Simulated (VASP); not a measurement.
```
HfN
1.0
    0.00000     2.23114     2.23114
    2.23114     0.00000     2.23114
    2.23114     2.23114     0.00000
Hf N
1 1
Cartesian
  0.00000   0.00000   0.00000
  2.23114   2.23114   2.23114
```

Calculation: LDA (Ceperley-Alder, Perdew-Zunger), VASP's LDA PAW potentials (set 64) (plane waves; VASP). Settings: 520 eV cut-off, 16×16×16 Γ-centred mesh, tetrahedra with Blöchl corrections, potentials Hf_pv N.

Unless said otherwise, spin-orbit coupling is left out, though it shifts the bands of the heavy elements here.

Question: What does the run give for the energy per atom (σ→0), band gap (on the k-mesh) with the smallest direct gap where there is one?

Answer: 
```yaml
band gap (on the k-mesh): none (metal, semimetal or under 0.01 eV)
energy per atom (σ→0): -11.935 eV/atom
```

Only differences to runs with the same potentials and settings are physical.

The compound is HfN in the rock salt structure. It was relaxed first. The electron count is odd and the run is not spin-polarised, which forces a metal.
